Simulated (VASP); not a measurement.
Given:

```
AlCo
1.0
    2.92317     0.00000     0.00000
    0.00000     2.92317     0.00000
    0.00000     0.00000     2.92317
Al Co
1 1
Direct
  0.50000   0.50000   0.50000
  0.00000   0.00000   0.00000
```

Calculation: revPBE GGA, VASP's PBE PAW potentials (set 64) (plane waves; VASP 6.6.1). Numerical set-up: 520 eV cut-off, 13×13×13 Γ-centred mesh, first-order Methfessel-Paxton smearing of 0.10 eV, potentials Al Co.

**Question.** Give the stress tensor in GPa (positive for a compressed cell).

**Answer.** 
```
-8.82   0.00   0.00
 0.00  -8.82   0.00
 0.00   0.00  -8.82
```
The pressure is its mean diagonal, -8.82 GPa.

The compound is CoAl in the CsCl type structure. This cell is one point of a volume scan, at 1.06 of the reference volume. The run is not spin-polarised, so no magnetic state was tried.
